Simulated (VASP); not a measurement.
# ZrC: Zr into a neighbouring Zr vacancy, part 3 of 4

How hard is this move in ZrC: Zr into a neighbouring Zr vacancy? Both ends are relaxed first, then a band of images between them. The start is a cell from a database of measured crystal structures.

VASP 6.6.1; PBEsol; plane waves and PAW (Zr_sv, C).

So far. Step 2 (Relax the host): The run ended after 3 ionic steps, 0.026 eV below its first step, once forces and stress met EDIFFG = -0.02. Step 3 (Relax the start): The run ended after 9 ionic steps, 0.392 eV below its first step, once the forces on the free atoms met EDIFFG = -0.05.

The database entry behind the starting cell differs from later determinations by our own check (an axis about 0.7 % long against later determinations), so it need not match the best structure at ambient conditions.

### Step 4. Relax the end

The end state is relaxed in the same way, so that both ends share their errors.

Contents of INCAR:

```
SYSTEM = Zr7C8
PREC = Normal
ENCUT = 400
EDIFF = 1E-05
NELM = 120
ISMEAR = 1
SIGMA = 0.15
LREAL = Auto
ALGO = Fast
GGA = PS
NBANDS = 73
LASPH = .TRUE.
LORBIT = 11
LWAVE = .FALSE.
LCHARG = .FALSE.
KPAR = 3
IBRION = 2
NSW = 60
ISIF = 2
EDIFFG = -0.05
POTIM = 0.4
MAXMIX = 40
ISYM = 0
```

Contents of POSCAR:

```
Zr7C8
1.0
    0.0000000000      4.6716499880      4.6716499880
    4.6716499880      0.0000000000      4.6716499880
    4.6716499880      4.6716499880      0.0000000000
Zr C
7 8
Direct
    0.2487880332      0.2490444599      0.2513643165
    0.2513234450      0.7500501523      0.2524917678
    0.2522442659      0.7456089978      0.7508880419
    0.7477813389      0.2561336257      0.2476301863
    0.7466979870      0.2519581646      0.7479559409
    0.7483656758      0.7474294367      0.2528021828
    0.7517985251      0.7462032532      0.7490559248
   -0.0024076578     -0.0046510361      0.0056592692
    0.0014400308     -0.0027137857      0.5038028575
    0.0038883584      0.4971966823     -0.0006678952
   -0.0058285982      0.4994847228      0.5043506805
    0.5009407949      0.0023784770     -0.0028494488
    0.4935362342      0.0013471022      0.4994818676
    0.4981927854      0.4990662414      0.0047173856
    0.5019586799      0.5000466259      0.4999488841
```

Contents of KPOINTS:

```
Automatic mesh
0
Gamma
3 3 3
0 0 0
```

PAW data sets: Zr_sv and C (PBE family, release 64).

On the command line:

```
$ mpirun -np 3 vasp_std
```

Output:

```text
[... set-up lines as in an earlier step ...]
 entering main loop
       N       E                     dE             d eps       ncg     rms          rms(c)
DAV:   1     0.939137591350E+03    0.93914E+03   -0.53027E+04  2044   0.131E+03
DAV:   2    -0.661704317441E+02   -0.10053E+04   -0.97329E+03  2370   0.410E+02
DAV:   3    -0.156535260860E+03   -0.90365E+02   -0.88620E+02  2968   0.988E+01
DAV:   4    -0.164435904344E+03   -0.79006E+01   -0.78832E+01  3144   0.259E+01
DAV:   5    -0.165016246029E+03   -0.58034E+00   -0.58029E+00  2936   0.547E+00    0.556E+01
RMM:   6    -0.144991845455E+03    0.20024E+02   -0.90495E+01  2296   0.229E+01    0.251E+01
RMM:   7    -0.145837300671E+03   -0.84546E+00   -0.15215E+01  2748   0.955E+00    0.112E+01
RMM:   8    -0.145765948743E+03    0.71352E-01   -0.24400E+00  2738   0.422E+00    0.331E+00
RMM:   9    -0.145725225190E+03    0.40724E-01   -0.77267E-01  2945   0.203E+00    0.140E+00
RMM:  10    -0.145739983000E+03   -0.14758E-01   -0.34469E-01  3269   0.123E+00    0.939E-01
RMM:  11    -0.145749034611E+03   -0.90516E-02   -0.10449E-01  3147   0.867E-01    0.328E-01
RMM:  12    -0.145751333862E+03   -0.22993E-02   -0.39006E-02  3261   0.525E-01    0.133E-01
RMM:  13    -0.145752548600E+03   -0.12147E-02   -0.14713E-02  3363   0.254E-01    0.101E-01
RMM:  14    -0.145753009674E+03   -0.46107E-03   -0.54543E-03  3391   0.170E-01    0.500E-02
RMM:  15    -0.145753220416E+03   -0.21074E-03   -0.23032E-03  3320   0.106E-01    0.157E-02
RMM:  16    -0.145753316819E+03   -0.96403E-04   -0.96956E-04  3002   0.685E-02    0.118E-02
RMM:  17    -0.145753361159E+03   -0.44340E-04   -0.42612E-04  2681   0.462E-02    0.842E-03
RMM:  18    -0.145753382091E+03   -0.20932E-04   -0.18218E-04  2622   0.354E-02    0.108E-02
RMM:  19    -0.145753389322E+03   -0.72312E-05   -0.10146E-04  2253   0.260E-02    0.857E-03
RMM:  20    -0.145753393151E+03   -0.38286E-05   -0.45454E-05  1844   0.187E-02
   1 F= -.14575339E+03 E0= -.14575423E+03  d E =-.145753E+03
 curvature:   0.00 expect dE= 0.000E+00 dE for cont linesearch  0.000E+00
 trial: gam= 0.00000 g(F)=  0.323E+00 g(S)=  0.000E+00 ort = 0.000E+00 (trialstep = 0.100E+01)
 search vector abs. value=  0.323E+00
 bond charge predicted
       N       E                     dE             d eps       ncg     rms          rms(c)
DAV:   1    -0.145961935201E+03   -0.20855E+00   -0.33734E+01  2224   0.264E+01    0.218E+00
RMM:   2    -0.146008519327E+03   -0.46584E-01   -0.59668E-01  2289   0.364E+00    0.271E+00
RMM:   3    -0.145987385170E+03    0.21134E-01   -0.99745E-02  2734   0.122E+00    0.128E+00
RMM:   4    -0.146006497505E+03   -0.19112E-01   -0.36506E-02  2916   0.926E-01    0.272E+00
RMM:   5    -0.145998252459E+03    0.82450E-02   -0.11159E-02  2987   0.375E-01    0.226E+00
RMM:   6    -0.146000463375E+03   -0.22109E-02   -0.61455E-03  3375   0.226E-01    0.238E+00
RMM:   7    -0.146000492031E+03   -0.28656E-04   -0.21706E-03  3527   0.115E-01    0.238E+00
RMM:   8    -0.145994510412E+03    0.59816E-02   -0.23633E-03  2985   0.269E-01    0.192E+00
RMM:   9    -0.145993928721E+03    0.58169E-03   -0.12566E-03  3114   0.144E-01    0.180E+00
RMM:  10    -0.145990520689E+03    0.34080E-02   -0.31031E-03  3311   0.292E-01    0.139E+00
RMM:  11    -0.145990529671E+03   -0.89817E-05   -0.43036E-04  2937   0.534E-02    0.138E+00
RMM:  12    -0.145992059284E+03   -0.15296E-02   -0.12255E-03  3278   0.181E-01    0.165E+00
RMM:  13    -0.145987711604E+03    0.43477E-02   -0.60897E-03  3363   0.254E-01    0.133E+00
RMM:  14    -0.145984099367E+03    0.36122E-02   -0.72506E-03  3461   0.441E-01    0.598E-01
RMM:  15    -0.145983868820E+03    0.23055E-03   -0.18933E-03  3052   0.153E-01    0.325E-01
RMM:  16    -0.145983892650E+03   -0.23830E-04   -0.51377E-04  2804   0.816E-02    0.223E-01
RMM:  17    -0.145983880712E+03    0.11939E-04   -0.51366E-04  2811   0.114E-01    0.165E-01
RMM:  18    -0.145983887704E+03   -0.69921E-05   -0.17563E-04  2298   0.373E-02    0.166E-01
RMM:  19    -0.145983886753E+03    0.95100E-06   -0.40584E-05  1792   0.192E-02
   2 F= -.14598389E+03 E0= -.14598475E+03  d E =-.230494E+00
[...]
3 F= -.14603089E+03 E0= -.14603169E+03  d E =-.277497E+00
[...]
WARNING in EDDRMM: call to ZHEGV failed, returncode =   8  4     25
[...]
WARNING in EDDRMM: call to ZHEGV failed, returncode =   6  3     45
[...]
4 F= -.14606626E+03 E0= -.14606699E+03  d E =-.353737E-01
[...]
5 F= -.14606628E+03 E0= -.14606701E+03  d E =-.353902E-01
 curvature:  -0.66 expect dE=-0.130E-02 dE for cont linesearch -0.252E-06
 trial: gam= 0.02456 g(F)=  0.196E-02 g(S)=  0.000E+00 ort =-0.169E-03 (trialstep = 0.113E+01)
 search vector abs. value=  0.200E-02
 bond charge predicted
       N       E                     dE             d eps       ncg     rms          rms(c)
DAV:   1    -0.146067014634E+03   -0.73613E-03   -0.35868E-01  2224   0.288E+00    0.123E-01
RMM:   2    -0.146067466928E+03   -0.45229E-03   -0.65534E-03  2276   0.403E-01    0.164E-01
RMM:   3    -0.146067531862E+03   -0.64934E-04   -0.12292E-03  2809   0.129E-01    0.962E-02
RMM:   4    -0.146067511356E+03    0.20506E-04   -0.47710E-04  2885   0.835E-02    0.418E-02
WARNING in EDDRMM: call to ZHEGV failed, returncode =   8  4     53
RMM:   5    -0.146067513057E+03   -0.17008E-05   -0.13958E-04  2657   0.387E-02    0.247E-02
WARNING in EDDRMM: call to ZHEGV failed, returncode =   6  3     37
RMM:   6    -0.146067518542E+03   -0.54851E-05   -0.60387E-05  2096   0.222E-02
   6 F= -.14606752E+03 E0= -.14606825E+03  d E =-.123836E-02
 trial-energy change:   -0.001238  1 .order   -0.001248   -0.002211   -0.000285
 step:   1.2983(harm=  1.2983)  dis= 0.00438  next Energy=  -146.067549 (dE=-0.127E-02)
 reached required accuracy - stopping structural energy minimisation
```

Elapsed: 3.4 min, on 3 MPI ranks of Intel Xeon Platinum 8259CL at 2.50GHz (Skylake/Cascade Lake), shared host; peak memory 0.76 GiB; 10 min of CPU time.

Parts of OUTCAR (step 4):

```text
 Found     14 irreducible k-points:

   NELECT =     116.0000    total number of electrons

 E-fermi :   7.7398

 k-point     1 :       0.0000    0.0000    0.0000
  band No.  band energies     occupation
    ...
     50       6.4905      2.00000
     51       6.5043      2.00000
     52       7.1708      2.00000
     53       7.1739      2.00000
     54       7.1752      2.00000
     55       8.3690     -0.00000
     56       8.3699     -0.00000
     57       8.3718     -0.00000
     58       8.4079     -0.00000
     59       8.4087     -0.00000
    ...

 k-point     2 :       0.3333    0.0000    0.0000
  band No.  band energies     occupation
    ...
     54       6.5642      2.00000
     55       7.2722      2.00010
     56       7.2783      2.00012
     57       7.3436      2.00120
     58       7.3463      2.00131
     59       8.6061     -0.00000
     60       8.6093     -0.00000
     61       9.1936     -0.00000
     62       9.1973     -0.00000
     63       9.3414     -0.00000
    ...

  Total       -3.5901045     -3.5477820     -3.4354983      0.0126881      0.0089759      0.0058514
  in kB      -28.2082919    -27.8757539    -26.9935145      0.0996936      0.0705259      0.0459756
  external PRESSURE =     -27.6925201 kB  Pullay stress =       0.0000000 kB

 POSITION                                       TOTAL-FORCE (eV/Angst)
 -----------------------------------------------------------------------------------
      2.33923      2.33817      2.32851        -0.020490     -0.002138      0.017586
      4.67399      2.33792      4.66509        -0.017151     -0.004069     -0.010748
      7.00874      4.67309      4.66502         0.008173      0.019150     -0.008462
      2.33644      4.67489      4.66512         0.007671     -0.029267     -0.005841
      4.67321      7.00890      4.66476         0.016382      0.008479     -0.003436
      4.67212      4.67223      6.99916         0.011434      0.002379      0.029669
      7.00876      7.00859      7.00101         0.001998      0.002020     -0.015846
      4.67373      4.67595      9.24903        -0.006762     -0.019128      0.031818
      7.01015      7.01079      9.33570        -0.004092     -0.007164      0.005624
      2.41652      4.67211      7.00002         0.026797      0.007931      0.004958
      4.67447      6.92278      7.00017        -0.008010      0.024813      0.002419
      4.67401      2.41719      7.00024        -0.004083      0.020989      0.000754
      6.92593      4.67254      7.00056        -0.001736      0.003808      0.000427
      2.33906      2.33938      4.66487        -0.012408     -0.014082     -0.007609
      4.67276      4.67524      4.75190         0.002278     -0.013722     -0.041313
 -----------------------------------------------------------------------------------
    total drift:                               -0.001361     -0.002094      0.012357

  FREE ENERGIE OF THE ION-ELECTRON SYSTEM (eV)
  ---------------------------------------------------
  free  energy   TOTEN  =      -146.0675185419 eV

  energy  without entropy=     -146.0697238025  energy(sigma->0) =     -146.06825363

 total charge
# of ion       s       p       d       tot
------------------------------------------
    1        2.182   6.039   1.644   9.866
    2        2.182   6.039   1.644   9.866
    3        2.182   6.039   1.644   9.866
    4        2.182   6.039   1.645   9.866
    5        2.182   6.039   1.644   9.866
    6        2.209   6.029   1.861  10.099
    7        2.182   6.039   1.645   9.867
    8        0.912   1.396   0.000   2.308
    9        0.887   1.467   0.000   2.353
   10        0.912   1.395   0.000   2.307
   11        0.912   1.396   0.000   2.308
   12        0.912   1.395   0.000   2.307
   13        0.912   1.396   0.000   2.308
   14        0.887   1.465   0.000   2.352
   15        0.912   1.397   0.000   2.309
--------------------------------------------------
tot         22.549  53.571  11.727  87.848

[... 6 parts as in an earlier step ...]

[... 6 further parts left out ...]
```

CONTCAR:

```
Zr7C8
   1.00000000000000
     0.0000000000000000    4.6716499880000004    4.6716499880000004
     4.6716499880000004    0.0000000000000000    4.6716499880000004
     4.6716499880000004    4.6716499880000004    0.0000000000000000
  Zr              C
     7     8
Direct
     0.2491041760014016    0.2493310630520778    0.2513973700516277
     0.2492713864979629    0.7493239152301477    0.2511769019466368
     0.2493100470272604    0.7492710449990256    0.7509990713152773
     0.7495813429752792    0.2490210029067021    0.2511114226349880
     0.7492476386450738    0.2492778031599501    0.7510564153504655
     0.7491214900163744    0.7490976533589456    0.2510031484141320
     0.7492896433680308    0.7493260626723222    0.7509482117954986
     0.9901468002683759    0.9896732758862722    0.0107728557337429
     0.9992544101594778    0.9991177675794912    0.5014543215908794
     0.9906145435303993    0.5077888327445845    0.0094846031878214
     0.9898509294909557    0.5085845888198232    0.4920198722634483
     0.5076807031046950    0.9907702741745228    0.0097351748745824
     0.5080831724638619    0.9904365322423516    0.4921072206905411
     0.4993089759067477    0.4992398833586738    0.0014517236320213
     0.5088546390441049    0.5083234198151038    0.4919136480183265
```

Step by step:

| step | energy less that of the first step (eV) | largest force (eV/Å) |
| --- | --- | --- |
| 1 | 0.0000 | 1.1343 |
| 2 | -0.2305 | 0.6624 |
| 3 | -0.2775 | 0.6197 |
| 4 | -0.3129 | 0.1021 |
| 5 | -0.3129 | 0.1004 |
| 6 | -0.3141 | 0.0436 |

The atoms that moved most (Å):

| atom | dx | dy | dz | length |
| --- | --- | --- | --- | --- |
| C10 | 0.097 | -0.015 | -0.013 | 0.099 |
| C13 | -0.085 | 0.034 | 0.017 | 0.093 |
| C12 | 0.005 | 0.090 | -0.023 | 0.093 |
| C11 | -0.015 | -0.078 | 0.022 | 0.082 |
| C15 | 0.001 | -0.005 | 0.071 | 0.071 |
| C8 | -0.003 | -0.011 | -0.061 | 0.062 |
| Zr4 | -0.017 | 0.025 | -0.025 | 0.039 |
| Zr5 | 0.002 | 0.026 | -0.001 | 0.026 |

Final coordinates:

```
Zr C
1.0
     0.00000    4.67165    4.67165
     4.67165    0.00000    4.67165
     4.67165    4.67165    0.00000
Zr C
7 8
Direct
  0.24910 0.24933 0.25140
  0.24927 0.74932 0.25118
  0.24931 0.74927 0.75100
  0.74958 0.24902 0.25111
  0.74925 0.24928 0.75106
  0.74912 0.74910 0.25100
  0.74929 0.74933 0.75095
  0.99015 0.98967 0.01077
  0.99925 0.99912 0.50145
  0.99061 0.50779 0.00948
  0.98985 0.50858 0.49202
  0.50768 0.99077 0.00974
  0.50808 0.99044 0.49211
  0.49931 0.49924 0.00145
  0.50885 0.50832 0.49191
```

Numbers from this step:

```
electronic cycles       : 70
free energy (TOTEN)     : -146.0675 eV
energy at zero smearing : -146.0683 eV
Fermi energy            : 7.740 eV
```

The run ended after 6 ionic steps, 0.314 eV below its first step, once the forces on the free atoms met EDIFFG = -0.05.

(Part 3 of 4 ends here.)

[Lines on the potential files, build, host, timing and source positions are cut from VASP's logs without a mark.]

[Logs are printed without paths, hosts, clocks, repeated set-up lines and the standing remarks that a program may print on its own settings, such as how far it seeks lower states.]

[Hosts, paths, dates, database ids (printed as entryN), source tags and the programs' standing remarks are cut or masked in the printed files.]

[Runs that stopped without an error message from VASP are left out.]
